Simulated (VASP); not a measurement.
VASP input:

POSCAR:
```
PtTe2
1.0
  1.9809956333  -3.4311842954   0.0000000000
  1.9809956333   3.4311842954   0.0000000000
  0.0000000000   0.0000000000   4.8070654633
Te Pt
2 1
Cart
  1.9809956333   1.1437303859   1.3322599162
  1.9809956333  -1.1437303859   3.4748055471
  0.0000000000   0.0000000000   0.0000000000
```

**INCAR**
```
# general
SYSTEM  = PtTe2
PREC    = Accurate
ENCUT   = 500
LREAL   = .False.
LASPH   = .True.

# electronic loop
EDIFF   = 1E-6
NELM    = 100
ALGO    = Normal
LMAXMIX = 6

# smearing
ISMEAR  = 1
SIGMA   = 0.1

# functional
GGA     = PS

# ions
IBRION  = 2
NSW     = 40
ISIF    = 3
EDIFFG  = -0.02
PSTRESS = 200

# output
LWAVE   = .False.
LCHARG  = .False.
```

File KPOINTS:
```
Regular mesh
0
Gamma
9 9 7
```

POTCAR, in this order: Te Pt (PBE.64 set). Program: vasp_std.

Task: Write an equivalent input for Quantum ESPRESSO's pw.x.

Result: One equivalent input (not run):
```
&CONTROL
  calculation = 'vc-relax'
  pseudo_dir = './pseudo'
  outdir = './out'
  tprnfor = .true.
  tstress = .true.
  nstep = 40
  forc_conv_thr = 0.00078
/
&SYSTEM
  ibrav = 0
  nat = 3
  ntyp = 2
  ecutwfc = 84
  occupations = 'smearing'
  smearing = 'methfessel-paxton'
  degauss = 0.00735
  input_dft = 'pbesol'
/
&ELECTRONS
  conv_thr = 7.3e-08
  electron_maxstep = 100
/
&IONS
/
&CELL
  press = 200
/
ATOMIC_SPECIES
  Te 127.600 Te.upf
  Pt 195.084 Pt.upf
CELL_PARAMETERS angstrom
     1.9809956   -3.4311843   -0.0000000
     1.9809956    3.4311843   -0.0000000
     0.0000000    0.0000000    4.8070655
ATOMIC_POSITIONS crystal
  Te   0.3333330  0.6666670  0.2771462
  Te   0.6666670  0.3333330  0.7228538
  Pt   0.0000000  0.0000000  0.0000000
K_POINTS automatic
  9 9 7 0 0 0
```
Limits of the translation: the potentials are each code's own (VASP's PAW set, PseudoDojo norm-conserving files in pw.x), so ENCUT and ecutwfc are chosen apart and not converted; conv_thr bounds pw.x's estimated SCF error, while EDIFF bounds the energy change between steps; forc_conv_thr acts on force components and is met together with etot_conv_thr.

The compound is PtTe2 in the 1T layered structure. This run relaxes it under an external pressure of 20 GPa. Symmetry was kept, so distortions that lower it aren't found.
